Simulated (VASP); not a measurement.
These are PBE GGA, VASP's PBE PAW potentials (set 64) (plane waves; VASP) values and carry that method's errors.

The input files of a VASP run:

File POSCAR:
```
Mg
1.0
  1.5723640442  -2.7234148572   0.0000000000
  1.5723640442   2.7234148572   0.0000000000
  0.0000000000   0.0000000000   5.0090497418
Mg
2
Cartesian
  1.5723640442   0.9078067680   1.2522624355
  1.5723640442  -0.9078067680   3.7567873064
```

File KPOINTS:
```
Automatic mesh
0
Gamma
13 13 7
0 0 0
```

INCAR:
```
ALGO=Normal
EDIFF=1E-7
EDIFFG=-0.01
ENCUT=520
GGA=PE
IBRION=2
ISIF=4
ISMEAR=1
LASPH=.True.
LCHARG=.False.
LREAL=.False.
LWAVE=.False.
NELM=100
NSW=30
PREC=Accurate
SIGMA=0.1
SYSTEM=Mg
```

POTCAR, in this order: Mg (PBE.64 set). Program: vasp_std.

Output of the run:

OSZICAR:
```
       N       E                     dE             d eps       ncg     rms          rms(c)
DAV:   1     0.230968303338E+00    0.23097E+00   -0.13370E+03  1008   0.473E+02
DAV:   2    -0.297406630889E+01   -0.32050E+01   -0.31522E+01  1380   0.305E+01
DAV:   3    -0.299312291311E+01   -0.19057E-01   -0.18859E-01  1410   0.326E+00
DAV:   4    -0.299318505259E+01   -0.62139E-04   -0.62137E-04  1410   0.152E-01
DAV:   5    -0.299318534344E+01   -0.29084E-06   -0.29123E-06  1440   0.747E-03    0.954E-01
DAV:   6    -0.298648558453E+01    0.66998E-02   -0.43285E-04  1194   0.254E-01    0.610E-01
DAV:   7    -0.297897369409E+01    0.75119E-02   -0.16511E-03  1134   0.433E-01    0.326E-02
DAV:   8    -0.297898095951E+01   -0.72654E-05   -0.11770E-05  1656   0.306E-02    0.741E-03
DAV:   9    -0.297897985365E+01    0.11059E-05   -0.12243E-06  1182   0.788E-03    0.633E-04
DAV:  10    -0.297897972430E+01    0.12936E-06   -0.46695E-09   936   0.648E-04    0.112E-04
DAV:  11    -0.297897972644E+01   -0.21465E-08   -0.46955E-10   768   0.204E-04
   1 F= -.29789797E+01 E0= -.29783508E+01  d E =-.297898E+01
       N       E                     dE             d eps       ncg     rms          rms(c)
DAV:   1    -0.298031031277E+01   -0.13306E-02   -0.34751E-03  1392   0.323E-01    0.185E-02
DAV:   2    -0.298030829807E+01    0.20147E-05   -0.18368E-05  1188   0.318E-02    0.116E-02
DAV:   3    -0.298030577250E+01    0.25256E-05   -0.33981E-06  1266   0.938E-03    0.243E-04
DAV:   4    -0.298030579345E+01   -0.20952E-07   -0.44959E-08   888   0.175E-03
   2 F= -.29803058E+01 E0= -.29798762E+01  d E =-.132607E-02
       N       E                     dE             d eps       ncg     rms          rms(c)
DAV:   1    -0.298099547015E+01   -0.68970E-03   -0.51727E-03  1368   0.393E-01    0.225E-02
DAV:   2    -0.298099240633E+01    0.30638E-05   -0.27579E-05  1140   0.388E-02    0.142E-02
DAV:   3    -0.298098868091E+01    0.37254E-05   -0.51442E-06  1230   0.114E-02    0.275E-04
DAV:   4    -0.298098870315E+01   -0.22242E-07   -0.68472E-08   966   0.215E-03
   3 F= -.29809887E+01 E0= -.29808809E+01  d E =-.200898E-02
```

OUTCAR:
```
------------------------ aborting loop because EDIFF is reached ----------------------------------------
  FORCE on cell =-STRESS in cart. coord.  units (eV):
  Direction    XX          YY          ZZ          XY          YZ          ZX
  --------------------------------------------------------------------------------------
  Total        0.7029809      0.7029811      0.7219161      0.0000000      0.0000000     -0.0000000
  in kB       26.2543848     26.2543940     26.9615639      0.0000000      0.0000000     -0.0000000
  external PRESSURE =      26.4901143 kB  Pullay stress =       0.0000000 kB
  volume of cell :       42.90
      direct lattice vectors                 reciprocal lattice vectors
     1.563598623 -2.708232729  0.000000000     0.319775160 -0.184622243  0.000000000
     1.563598623  2.708232729  0.000000000     0.319775160  0.184622243  0.000000000
    -0.000000000  0.000000000  5.065367848    -0.000000000  0.000000000  0.197419029
 POSITION                                       TOTAL-FORCE (eV/Angst)
 -----------------------------------------------------------------------------------
      1.56360      0.90275      1.26634        -0.000000     -0.000000      0.000000
      1.56360     -0.90275      3.79903         0.000000      0.000000      0.000000
 -----------------------------------------------------------------------------------
    total drift:                               -0.000000     -0.000006      0.000001
  FREE ENERGIE OF THE ION-ELECTRON SYSTEM (eV)
  ---------------------------------------------------
  free  energy   TOTEN  =        -2.9809887031 eV

  energy  without entropy=       -2.9806651746  energy(sigma->0) =       -2.98088086

 reached required accuracy - stopping structural energy minimisation
```
(Selected blocks of OUTCAR.)

### CONTCAR
```
Mg
   1.00000000000000
     1.5635986229311847   -2.7082327290549304    0.0000000000000000
     1.5635986229311847    2.7082327290549304    0.0000000000000000
    -0.0000000000000000    0.0000000000000000    5.0653678476980755
  Mg
     2
Direct
     0.3333330000000032    0.6666669999999968    0.2500000000000000
     0.6666669999999968    0.3333330000000032    0.7500000000000000
```

### OUTCAR
```
 val. band max:        2.9918335621   @ k =   0.3077   0.1538   0.1429

 cond. band min:       3.0464503174   @ k =   0.4615   0.0000   0.2857


 Fermi energy:         3.0387543481

 k-point     1 :       0.0000    0.0000    0.0000
  band No.  band energies     occupation
      1      -4.2316      2.00000
      2       1.2143      2.00000
      3       1.7817      2.00000
      4      14.3102      0.00000
      5      14.3102      0.00000
      6      14.5607      0.00000

 k-point     2 :       0.0769    0.0000    0.0000
  band No.  band energies     occupation
      1      -4.1098      2.00000
      2       1.3246      2.00000
      3       1.8992      2.00000
      4      12.2063      0.00000
      5      13.2344      0.00000
      6      14.0375      0.00000

 k-point     3 :       0.1538    0.0000    0.0000
  band No.  band energies     occupation
      1      -3.7456      2.00000
      2       1.6558      2.00000
      3       2.2471      2.00000
      4       9.7796      0.00000
      5      12.2355      0.00000
      6      12.8435      0.00000

 k-point     4 :       0.2308    0.0000    0.0000
  band No.  band energies     occupation
      1      -3.1419      2.00000
      2       2.2085      2.00000
      3       2.8065      2.00494
      4       7.5069      0.00000
      5      11.4352      0.00000
      6      11.5845      0.00000

 k-point     5 :       0.3077    0.0000    0.0000
  band No.  band energies     occupation
      1      -2.3035      2.00000
      2       2.9835      1.79503
      3       3.4775     -0.00000
      4       5.5237      0.00000
      5      10.2367      0.00000
      6      10.2378      0.00000

 k-point     6 :       0.3846    0.0000    0.0000
  band No.  band energies     occupation
      1      -1.2376      2.00000
      2       3.0904      0.24230
      3       3.9814     -0.00000
      4       4.9973     -0.00000
      5       8.3416      0.00000
      6       8.8015      0.00000
...
```

The compound is Mg in the hcp structure. This cell is one point of a volume scan, at 0.94 of the reference volume. Symmetry was kept, so distortions that lower it aren't found.
